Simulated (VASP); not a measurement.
Method: PBEsol GGA, VASP's PBE PAW potentials (set 64) (plane waves; VASP).

The input files of a VASP run:

POSCAR:
```
SiO2
1
    5.0215301133     0.0000000000    -0.0000000000
   -0.0000000000     5.0215301133     0.0000000000
    0.0000000000    -0.0000000000     7.0117193335
Si O
4 8
Direct
  0.2007131562   0.2007131562   0.0000000000
  0.2992868438   0.7007131562   0.7500000000
  0.7992868438   0.7992868438   0.5000000000
  0.7007131562   0.2992868438   0.2500000000
  0.6038068606   0.7391067898   0.6788234439
  0.7608932102   0.1038068606   0.4288234439
  0.3961931394   0.2608932102   0.1788234439
  0.2391067898   0.8961931394   0.9288234439
  0.1038068606   0.7608932102   0.5711765561
  0.2608932102   0.3961931394   0.8211765561
  0.8961931394   0.2391067898   0.0711765561
  0.7391067898   0.6038068606   0.3211765561
```

### KPOINTS
```
k-points along high-symmetry lines
10
Line-mode
Reciprocal
  0.000000   0.000000   0.000000 ! GAMMA
  0.000000   0.500000   0.000000 ! X

  0.000000   0.500000   0.000000 ! X
  0.500000   0.500000   0.000000 ! M

  0.500000   0.500000   0.000000 ! M
  0.000000   0.000000   0.000000 ! GAMMA

  0.000000   0.000000   0.000000 ! GAMMA
  0.000000   0.000000   0.500000 ! Z

  0.000000   0.000000   0.500000 ! Z
  0.000000   0.500000   0.500000 ! R

  0.000000   0.500000   0.500000 ! R
  0.500000   0.500000   0.500000 ! A

  0.500000   0.500000   0.500000 ! A
  0.000000   0.000000   0.500000 ! Z

  0.000000   0.500000   0.000000 ! X
  0.000000   0.500000   0.500000 ! R

  0.500000   0.500000   0.000000 ! M
  0.500000   0.500000   0.500000 ! A
```

### INCAR
```
EDIFF  =  1E-7   # SCF stop (eV)
PREC  =  Accurate
LORBIT  =  11   # lm-projected
LREAL  =  F   # projection in real space or not
ISMEAR  =  0   # Gaussian
LWAVE  =  F
ALGO  =  Normal   # blocked Davidson
SYSTEM  =  SiO2
LCHARG  =  F
GGA  =  PS   # PBEsol
ENCUT  =  520   # plane-wave cut-off (eV)
LASPH  =  T   # aspherical one-centre terms
NELM  =  100
SIGMA  =  0.05
ICHARG  =  11
```

POTCAR, in this order: Si O (PBE.64 set). Program: vasp_std. Read from the step before: CHGCAR.

The resulting files:

**OSZICAR**
```
       N       E                     dE             d eps       ncg     rms          rms(c)
DAV:   1     0.406516997569E+03    0.40652E+03   -0.32256E+04  7020   0.148E+03
DAV:   2    -0.661656954332E+02   -0.47268E+03   -0.45877E+03  9135   0.319E+02
DAV:   3    -0.981133069570E+02   -0.31948E+02   -0.31798E+02  8266   0.928E+01
DAV:   4    -0.986685449666E+02   -0.55524E+00   -0.55425E+00  8728   0.128E+01
DAV:   5    -0.986795596188E+02   -0.11015E-01   -0.11011E-01  8133   0.174E+00
DAV:   6    -0.986799851142E+02   -0.42550E-03   -0.42543E-03  9000   0.302E-01
DAV:   7    -0.986799949447E+02   -0.98304E-05   -0.98294E-05  8119   0.465E-02
DAV:   8    -0.986799953901E+02   -0.44544E-06   -0.44539E-06  8048   0.849E-03
DAV:   9    -0.986799954094E+02   -0.19321E-07   -0.19362E-07  5985   0.176E-03
   1 F= -.98679995E+02 E0= -.98679995E+02  d E =-.360920E-19
```

File OUTCAR:
```
 val. band max:       -0.1348754247   @ k =   0.0000   0.0000   0.0000

 cond. band min:       5.4318496459   @ k =   0.0000   0.0000   0.0000



 k-point     1 :       0.0000    0.0000    0.0000
  band No.  band energies     occupation
      1     -19.4511      2.00000
      2     -18.5603      2.00000
      3     -18.5603      2.00000
      4     -17.4034      2.00000
      5     -17.3584      2.00000
      6     -17.3519      2.00000
      7     -17.3410      2.00000
      8     -17.3410      2.00000
      9      -9.6522      2.00000
     10      -7.5393      2.00000
     11      -7.5393      2.00000
     12      -5.9185      2.00000
     13      -5.8102      2.00000
     14      -5.8102      2.00000
     15      -5.3211      2.00000
     16      -5.1763      2.00000
     17      -3.0682      2.00000
     18      -3.0527      2.00000
     19      -3.0527      2.00000
     20      -2.5099      2.00000
     21      -2.4113      2.00000
     22      -2.1495      2.00000
     23      -1.9409      2.00000
     24      -1.8950      2.00000
     25      -1.8950      2.00000
     26      -1.4271      2.00000
     27      -1.4271      2.00000
     28      -1.3426      2.00000
     29      -0.7994      2.00000
     30      -0.4148      2.00000
     31      -0.4148      2.00000
     32      -0.1349      2.00000
     33       5.4318      0.00000
     34       8.4945      0.00000
     35       8.4945      0.00000
     36       8.8603      0.00000
     37       8.8603      0.00000
     38       9.2785      0.00000
     39       9.5835      0.00000

 k-point     2 :       0.0000    0.0556    0.0000
  band No.  band energies     occupation
      1     -19.4446      2.00000
      2     -18.5668      2.00000
      3     -18.5526      2.00000
      4     -17.4037      2.00000
      5     -17.3616      2.00000
      6     -17.3525      2.00000
      7     -17.3502      2.00000
      8     -17.3410      2.00000
      9      -9.6351      2.00000
     10      -7.5565      2.00000
...
```

The density is held fixed in this step, so its total energy and stress have no physical meaning.

The structure comes from a computed database's SiO2 entry (P4_32_12); how it stands against other phases isn't given here. It was relaxed first.
